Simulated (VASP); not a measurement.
# ZnCo2 (P-3m1) in VASP: single point with LDA

Aim: the single point of ZnCo2 with LDA.

All numbers are computed with VASP 6.6.1; they aren't measurements. Logs are shortened: lines on timing, memory, paths and dates and some standing lists are left out, and cuts for length are marked.

## 1. The cell of the first run

The structure is trigonal, space group P-3m1 (No. 164). Conventional cell: a = 2.489 Å, b = 2.489 Å, c = 6.006 Å, α = 90.00°, β = 90.00°, γ = 120.00°. Zn (site symmetry -3m) has 6 Zn at 2.49 Å and 6 Co at 2.52 Å as nearest neighbours. Co (site symmetry 3m) is surrounded by 9 Co at 2.35 to 2.49 Å and 3 Zn at 2.52 Å.

The cell comes from a database or a generator and needn't be the stable form of this composition.

## 2. Single point, LDA, collinear spin, typed start (relaxed again under DFT LDA, scalar-relativistic, plane waves, PAW)

INCAR reads:

```
SYSTEM = ZnCo2
  ALGO = Fast
  EDIFF = 1E-6
  ENCUT = 520
  GGA = CA
  ISIF = 2
  ISMEAR = 0
  ISPIN = 2
  LASPH = .True.
  LCHARG = .False.
  LMAXMIX = 4
  LORBIT = 11
  LREAL = .False.
  LWAVE = .False.
  MAGMOM = 0 1.77 1.77
  NBANDS = 26
  NELM = 150
  PREC = Accurate
  SIGMA = 0.1
```

KPOINTS reads:

```
k-points
0
Gamma
  18 18 8
  0 0 0
```

POSCAR reads:

```
ZnCo2
1.0
    2.4886770687      0.0000000000      0.0000000000
   -1.2443385343      2.1552575633      0.0000000000
    0.0000000000      0.0000000000      6.0058175339
Zn Co
1 2
Direct
    0.0000000000      0.0000000000      0.0000000000
    0.3333333333      0.6666666667      0.6548154187
    0.6666666667      0.3333333333      0.3451845813
```

Potentials or basis: VASP PAW LDA potentials, release 64 (Zn, Co).

Command:

```bash
> cat potpaw_LDA.64/Zn/POTCAR potpaw_LDA.64/Co/POTCAR > POTCAR
> mpirun -np 1 vasp_std > vasp.out
```

OUTCAR:

```text
SYSTEM = ZnCo2
   EDIFF = 1E-6
   ENCUT = 520
   GGA = CA
   ISIF = 2
   ISMEAR = 0
   ISPIN = 2
   LASPH = .True.
   LORBIT = 11
   LREAL = .False.
   NELM = 150
   PREC = Accurate

 ion  position               nearest neighbor table
   1  0.000  0.000  0.000-   2 2.52   3 2.52   2 2.52   3 2.52   3 2.52   2 2.52
   2  0.333  0.667  0.655-   3 2.35   3 2.35   3 2.35   1 2.52   1 2.52   1 2.52
   3  0.667  0.333  0.345-   2 2.35   2 2.35   2 2.35   1 2.52   1 2.52   1 2.52

  LATTYP: Found a hexagonal cell.
 ALAT       =     2.4886770687
 C/A-ratio  =     2.4132570712

  Lattice vectors:

 A1 = (   2.4886770687,   0.0000000000,   0.0000000000)
 A2 = (  -1.2443385343,   2.1552575633,   0.0000000000)
 A3 = (   0.0000000000,   0.0000000000,   6.0058175339)

Analysis of symmetry for initial positions (statically):
=====================================================================
 Subroutine PRICEL returns:
 Original cell was already a primitive cell.

 Routine SETGRP: Setting up the symmetry group for a
 hexagonal supercell.

 Subroutine GETGRP returns: Found 12 space group operations
 (whereof 12 operations were pure point group operations)
 out of a pool of 24 trial point group operations.

The static configuration has the point symmetry D_3d.

Analysis of symmetry for dynamics (positions and initial velocities):
=====================================================================
 Subroutine PRICEL returns:
 Original cell was already a primitive cell.

 Routine SETGRP: Setting up the symmetry group for a
 hexagonal supercell.

 Subroutine GETGRP returns: Found 12 space group operations
 (whereof 12 operations were pure point group operations)
 out of a pool of 24 trial point group operations.

The dynamic configuration has the point symmetry D_3d.

Analysis of structural, dynamic, and magnetic symmetry:
=====================================================================
 Subroutine PRICEL returns:
 Original cell was already a primitive cell.

 Routine SETGRP: Setting up the symmetry group for a
 hexagonal supercell.

 Subroutine GETGRP returns: Found 12 space group operations
 (whereof 12 operations were pure point group operations)
 out of a pool of 24 trial point group operations.

The overall configuration has the point symmetry D_3d.

 Subroutine INISYM returns: Found 12 space group operations
 (whereof 12 operations are pure point group operations),
 and found     1 'primitive' translations

----------------------------------------------------------------------------------------

                                     Primitive cell

  volume of cell :      32.2136

  direct lattice vectors                    reciprocal lattice vectors
     2.488677069  0.000000000  0.000000000     0.401819912  0.231990834  0.000000000
    -1.244338534  2.155257563  0.000000000     0.000000000  0.463981668  0.000000000
     0.000000000  0.000000000  6.005817534     0.000000000  0.000000000  0.166505225

  length of vectors
     2.488677069  2.488677069  6.005817534     0.463981668  0.463981668  0.166505225

  position of ions in fractional coordinates (direct lattice)
     0.000000000  0.000000000  0.000000000
     0.333333333  0.666666667  0.654815419
     0.666666667  0.333333333  0.345184581

  ion indices of the primitive-cell ions
   primitive index   ion index
                 1           1
                 2           2
                 3           3

----------------------------------------------------------------------------------------

 KPOINTS: k-points

Automatic generation of k-mesh.
 Grid dimensions read from file:
 generate k-points for:   18   18    8

 Generating k-lattice:

  Cartesian coordinates                     Fractional coordinates (reciprocal lattice)
     0.022323328  0.012888380  0.000000000     0.055555556  0.000000000  0.000000000
     0.000000000  0.025776759  0.000000000     0.000000000  0.055555556  0.000000000
     0.000000000  0.000000000  0.020813153     0.000000000  0.000000000  0.125000000

  Length of vectors
     0.025776759  0.025776759  0.020813153

  Shift w.r.t. Gamma in fractional coordinates (k-lattice)
     0.000000000  0.000000000  0.000000000

 Subroutine IBZKPT returns following result:
 ===========================================

 Found    266 irreducible k-points:

 Following reciprocal coordinates:
            Coordinates               Weight
  0.000000  0.000000  0.000000      1.000000
  0.055556  0.000000  0.000000      6.000000
  0.111111  0.000000  0.000000      6.000000
  0.166667  0.000000  0.000000      6.000000
  0.222222  0.000000  0.000000      6.000000
  0.277778  0.000000  0.000000      6.000000
[... 16 lines left out ...]
  0.333333  0.111111  0.000000     12.000000
  0.388889  0.111111  0.000000     12.000000
 [... further k-points ...]
   k-points           NKPTS =    266   k-points in BZ     NKDIM =    266   number of bands    NBANDS=     26
   number of dos      NEDOS =    301   number of ions     NIONS =      3
   total plane-waves  NPLWV =  19200
   dimension x,y,z NGX =    20 NGY =   20 NGZ =   48
   dimension x,y,z NGXF=    40 NGYF=   40 NGZF=   96
   ions per type =               1   2
   NGX,Y,Z   is equivalent  to a cutoff of  13.36, 13.36, 13.29 a.u.
   NGXF,Y,Z  is equivalent  to a cutoff of  26.72, 26.72, 26.57 a.u.
 SYSTEM =  ZnCo2
   PREC   = accura    normal or accurate (medium, high low for compatibility)
   ISTART =      0    job   : 0-new  1-cont  2-samecut
   ICHARG =      2    charge: 1-file 2-atom 10-const
   ISPIN  =      2    spin polarized calculation?
   LNONCOLLINEAR =      F non collinear calculations
   LSORBIT =      F    spin-orbit coupling
   LASPH  =      T    aspherical Exc in radial PAW
   ENCUT  =  520.0 eV  38.22 Ry    6.18 a.u.   4.63  4.63 11.17*2*pi/ulx,y,z
   NELM   =    150;   NELMIN=  2; NELMDL= -5     # of ELM steps
   EDIFF  = 0.1E-05   stopping-criterion for ELM
   LREAL  =      F    real-space projection
   EDIFFG = 0.1E-04   stopping-criterion for IOM
   NSW    =      0    number of steps for IOM
   IBRION =     -1    ionic relax: 0-MD 1-quasi-New 2-CG
   NFREE  =      0    steps in history (QN), initial steepest desc. (CG)
   ISIF   =      2    stress and relaxation
   ISYM   =      2    0-nonsym 1-usesym 2-fastsym
   POTIM  = 0.5000    time-step for ionic-motion
   TEBEG  =    0.0;   TEEND  =   0.0 temperature during run
   PSTRESS=    0.0 pullay stress
   NELECT =      30.0000    total number of electrons
   NUPDOWN=      -1.0000    fix difference up-down
   EMIN   =  10.00;   EMAX   =-10.00  energy-range for DOS
   EFERMI =   0.00;   METHOD = LEGACY
   ISMEAR =     0;   SIGMA  =   0.10  broadening in eV -4-tet -1-fermi 0-gaus
   EFERMI_NEDOS =   21; number of points for ismear=-14 and -15
   IALGO  =     68    algorithm
   IMIX   =      4    mixing-type and parameters
     AMIX     =   0.40;   BMIX     =  1.00
     AMIX_MAG =   1.60;   BMIX_MAG =  1.00
  volume/ion in A,a.u.               =      10.74        72.46
  Fermi-wavevector in a.u.,A,eV,Ry     =   1.598706  3.021116 34.774602  2.555861
  Thomas-Fermi vector in A             =   2.696114
   LORBIT       =     11    0 simple, 1 ext, 2 COOP (PROOUT), +10 PAW based schemes
   GGA     = CA    functional components
   LHFCALC =     F    Hartree Fock is set to
   AEXX    =    0.0000 exact exchange contribution
   IVDW    =     0    specifies the selected vdW correction
   LEPSILON=     F    determine dielectric tensor
   LRPA    =     F    only Hartree local field effects (RPA)
 spin polarized calculation
 RMM-DIIS sequential band-by-band and
 Gauss-broadening in eV      SIGMA  =   0.10
  energy-cutoff  :      520.00
  volume of cell :       32.21
 maximum number of plane-waves:       886
 NGX is ok and might be reduce to    20
   NGX =  9   NGY =  9   NGZ = 23

 number of electron      29.9999999 magnetization       2.4330209

 Free energy of the ion-electron system (eV)
  ---------------------------------------------------
  ext. energy  EPLUGINS =         0.00000000
  ---------------------------------------------------
  free energy    TOTEN  =       -18.13780891 eV

  energy without entropy =      -18.11948804  energy(sigma->0) =      -18.12864847

 E-fermi :   8.4863     XC(G=0): -13.8124

 val. band max:        8.4843954597   @ k =  -0.2778  -0.3889   0.3750
 cond. band min:       8.4866802812   @ k =  -0.1111   0.3889   0.3750
 fundamental gap:      0.0022848216
 Fermi energy:         8.4862758060

 spin component 1

 k-point     1 :       0.0000    0.0000    0.0000
  band No.  band energies     occupation
      1      -2.3643      1.00000
      2      -0.1577      1.00000
      3       0.5279      1.00000
      4       0.5279      1.00000
      5       1.2557      1.00000
      6       1.2557      1.00000
[... 18 lines left out ...]
     25      31.4151      0.00000
     26      32.1257      0.00000

 k-point     2 :       0.0556    0.0000    0.0000
  band No.  band energies     occupation
      1      -2.2579      1.00000
      2      -0.1144      1.00000
      3       0.5089      1.00000
      4       0.5583      1.00000
      5       1.1747      1.00000
      6       1.2495      1.00000
[... 18 lines left out ...]
     25      31.0748      0.00000
     26      33.1113      0.00000

 k-point     3 :       0.1111    0.0000    0.0000
  band No.  band energies     occupation
      1      -1.9441      1.00000
      2       0.0028      1.00000
      3       0.4607      1.00000
      4       0.6463      1.00000
      5       0.9918      1.00000
      6       1.2319      1.00000
[... 572 lines left out ...]
 k-point    23 :       0.3333    0.1111    0.0000
  band No.  band energies     occupation
      1      -0.2877      1.00000
      2       0.1512      1.00000
      3       0.7988      1.00000
      4       0.9796      1.00000
      5       1.1766      1.00000
      6       3.1138      1.00000
[... 18 lines left out ...]
     25      24.5646      0.00000
     26      24.9111      0.00000

 k-point    24 :       0.3889    0.1111    0.0000
  band No.  band energies     occupation
      1      -0.3449      1.00000
      2       0.0937      1.00000
      3       0.8554      1.00000
      4       0.9545      1.00000
      5       1.3204      1.00000
      6       3.7438      1.00000
[... 18 lines left out ...]
     25      24.4849      0.00000
     26      24.6669      0.00000

 [... further k-points ...]

 spin component 2

 k-point     1 :       0.0000    0.0000    0.0000
  band No.  band energies     occupation
      1      -2.3412      1.00000
      2      -0.1326      1.00000
      3       0.5210      1.00000
      4       0.5210      1.00000
      5       1.2584      1.00000
      6       1.2584      1.00000
[... 18 lines left out ...]
     25      31.4462      0.00000
     26      32.2757      0.00000

 k-point     2 :       0.0556    0.0000    0.0000
  band No.  band energies     occupation
      1      -2.2345      1.00000
      2      -0.0908      1.00000
      3       0.5020      1.00000
      4       0.5514      1.00000
      5       1.1800      1.00000
      6       1.2522      1.00000
[... 18 lines left out ...]
     25      31.1198      0.00000
     26      33.3172      0.00000

 k-point     3 :       0.1111    0.0000    0.0000
  band No.  band energies     occupation
      1      -1.9202      1.00000
      2       0.0226      1.00000
      3       0.4540      1.00000
      4       0.6398      1.00000
      5       0.9994      1.00000
      6       1.2345      1.00000
[... 572 lines left out ...]
 k-point    23 :       0.3333    0.1111    0.0000
  band No.  band energies     occupation
      1      -0.2938      1.00000
      2       0.1658      1.00000
      3       0.8074      1.00000
      4       0.9874      1.00000
      5       1.1796      1.00000
      6       3.2808      1.00000
[... 18 lines left out ...]
     25      24.8481      0.00000
     26      25.1613      0.00000

 k-point    24 :       0.3889    0.1111    0.0000
  band No.  band energies     occupation
      1      -0.3513      1.00000
      2       0.1094      1.00000
      3       0.8682      1.00000
      4       0.9618      1.00000
      5       1.3190      1.00000
      6       4.1883      1.00000
[... 18 lines left out ...]
     25      24.7649      0.00000
     26      24.9109      0.00000

 [... further k-points ...]

------------------------ aborting loop because EDIFF is reached ----------------------------------------

  FORCE on cell =-STRESS in cart. coord.  units (eV):
  Direction    XX          YY          ZZ          XY          YZ          ZX
  --------------------------------------------------------------------------------------
  -------------------------------------------------------------------------------------
  Total       -0.0376962     -0.0376962     -0.0948181     -0.0000000      0.0000000      0.0000000
  in kB       -1.8748593     -1.8748593     -4.7158729     -0.0000000      0.0000000      0.0000000
  external PRESSURE =      -2.8218639 kB  Pullay stress =       0.0000000 kB

 VOLUME and BASIS-vectors are now :
 -----------------------------------------------------------------------------
  energy-cutoff  :      520.00
  volume of cell :       32.21
      direct lattice vectors                 reciprocal lattice vectors
     2.488677069  0.000000000  0.000000000     0.401819912  0.231990834  0.000000000
    -1.244338534  2.155257563  0.000000000     0.000000000  0.463981668  0.000000000
     0.000000000  0.000000000  6.005817534     0.000000000  0.000000000  0.166505225

 POSITION                                       TOTAL-FORCE (eV/Angst)
 -----------------------------------------------------------------------------------
      0.00000      0.00000      0.00000         0.000000      0.000000      0.000000
     -0.00000      1.43684      3.93270         0.000000     -0.000000     -0.045972
      1.24434      0.71842      2.07312        -0.000000      0.000000      0.045972
 -----------------------------------------------------------------------------------
    total drift:                                0.000000     -0.000000      0.000000

  FREE ENERGIE OF THE ION-ELECTRON SYSTEM (eV)
  ---------------------------------------------------
  free  energy   TOTEN  =       -18.1378089053 eV

  energy  without entropy=      -18.1194880407  energy(sigma->0) =      -18.12864847

 total charge

# of ion       s       p       d       tot
------------------------------------------
    1        0.647   0.669   9.758  11.073
    2        0.494   0.544   7.352   8.390
    3        0.494   0.544   7.352   8.390
--------------------------------------------------
tot          1.635   1.756  24.462  27.853

 magnetization (x)

# of ion       s       p       d       tot
------------------------------------------
    1       -0.012  -0.027   0.003  -0.036
    2       -0.006  -0.020   1.261   1.235
    3       -0.006  -0.020   1.261   1.235
--------------------------------------------------
tot         -0.025  -0.067   2.526   2.434
```

Run time: 4.4 min. Hardware: 1 thread of AMD EPYC 9R45 (Zen 5), shared host; peak memory 0.37 GiB.

Results:

```yaml
Free_energy: -18.1378 eV
Pressure: -0.3 GPa
Largest_force: 0.046 eV/Å
Band_gap_on_the_k_mesh: none (metal or under the smearing width)
Net_moment: 2.43 μB per cell
Site_moments: Zn -0.04; Co +1.24 μB
Valence_electrons_inside_the_program's_atomic_spheres: Zn 11.07; Co 8.39
```

Forces in eV/Å, atoms in the order of the input:
```
Zn   0.000  0.000  0.000
Co   0.000  0.000 -0.046
Co   0.000  0.000  0.046
```

Stress tensor (GPa, compression positive):
```
-0.19  0.00  0.00
 0.00 -0.19  0.00
 0.00  0.00 -0.47
```

Levels at points of the mesh, in eV from the Fermi level:
Spin up:
```
           k point  band 15  band 16  band 17  band 18  band 19  band 20
(0.00, 0.00, 0.00)    -1.29    -1.29    -0.63    -0.63     8.50    10.81
(0.50, 0.00, 0.00)    -0.24     0.35     0.54     2.05     4.10     6.97
(0.00, 0.00, 0.50)    -1.30    -1.06    -0.59    -0.59     4.49    17.54
(0.50, 0.00, 0.50)    -0.40    -0.25     0.77     1.79     4.47     9.13
```
Spin down:
| k point | band 10 | band 11 | band 12 | band 13 | band 14 | band 15 | band 16 | band 17 | band 18 | band 19 |
| --- | --- | --- | --- | --- | --- | --- | --- | --- | --- | --- |
| (0.00, 0.00, 0.00) | -1.29 | -1.29 | -1.20 | -1.20 | -1.11 | -0.02 | -0.02 | 0.62 | 0.62 | 8.69 |
| (0.50, 0.00, 0.00) | -1.67 | -1.57 | -1.16 | 0.54 | 0.89 | 0.92 | 1.06 | 1.32 | 2.58 | 4.37 |
| (0.00, 0.00, 0.50) | -1.28 | -1.28 | -1.24 | -1.24 | -0.74 | -0.03 | -0.03 | 0.66 | 0.66 | 4.99 |
| (0.50, 0.00, 0.50) | -2.06 | -1.07 | -1.06 | -0.73 | 0.43 | 0.92 | 1.06 | 1.29 | 2.54 | 5.04 |
